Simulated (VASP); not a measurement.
SnSe2:

```
Sn Se
1.0
     3.81100    0.00000    0.00000
    -1.90550    3.30042    0.00000
     0.00000    0.00000    6.13600
Sn Se
1 2
Direct
  0.00000 0.00000 0.00000
  0.33333 0.66667 0.24900
  0.66667 0.33333 0.75100
```

| Quantity | Value |
| --- | --- |
| Program | VASP 6.6.1 |
| Task | relaxation of cell and atoms |
| Functional | PBE |
| Potentials or basis | VASP PAW PBE potentials, release 64 (Sn_d, Se) |
| Cutoff | 600 eV |
| k mesh | 9 × 9 × 5 |
| Occupations | gaussian, width 0.03 eV |
| Spin | no spin polarisation |

At the start: pressure 5.6 GPa; volume 25.73 Å³/atom.

**Question.** How do energy, volume and symmetry change on relaxing?

**Answer.** Over 17 steps the energy falls by 41.7 meV/atom and the volume is 30.01 Å³/atom (+16.7 %); space group P-3m1 (No. 164, to 0.05 Å).

Step by step:
```csv
step,energy change (eV),largest force (eV/Å),pressure (GPa),volume (Å³)
1,0.0000,0.8049,5.64,77.18
2,-0.0414,0.6304,-3.32,87.73
3,-0.1088,0.0663,-0.01,82.76
4,-0.1088,0.0515,0.11,82.65
5,-0.1100,0.0624,0.10,82.75
6,-0.1125,0.0960,0.14,83.06
7,-0.1122,0.1635,0.26,83.64
8,-0.1133,0.1240,0.19,83.32
9,-0.1143,0.1178,0.17,83.55
10,-0.1169,0.0986,0.10,84.24
11,-0.1208,0.0585,-0.01,85.62
12,-0.1232,0.0266,-0.14,88.41
13,-0.1245,0.0365,0.04,88.92
14,-0.1245,0.0586,0.37,89.81
15,-0.1248,0.0499,0.22,89.42
16,-0.1248,0.0604,-0.19,90.64
17,-0.1252,0.0051,0.01,90.03
```

Final structure:
```xyz
3
Lattice="3.8721 0.0000 0.0000 -1.9360 3.3533 0.0000 0.0000 0.0000 6.9336" Properties=species:S:1:pos:R:3 pbc="T T T"
Sn    0.0000    0.0000    0.0000
Se    0.0000    2.2356    1.5963
Se    1.9360    1.1178    5.3373
```

Caveat: the volume moved by over 15 % at a fixed basis, so the end points are rough; this functional lacks dispersion, which binds the layers, so the pressure and a relaxed spacing across them are unreliable, and here the layers came unbound; the volume moved by +17 % from the deposited cell, more than functionals usually miss.
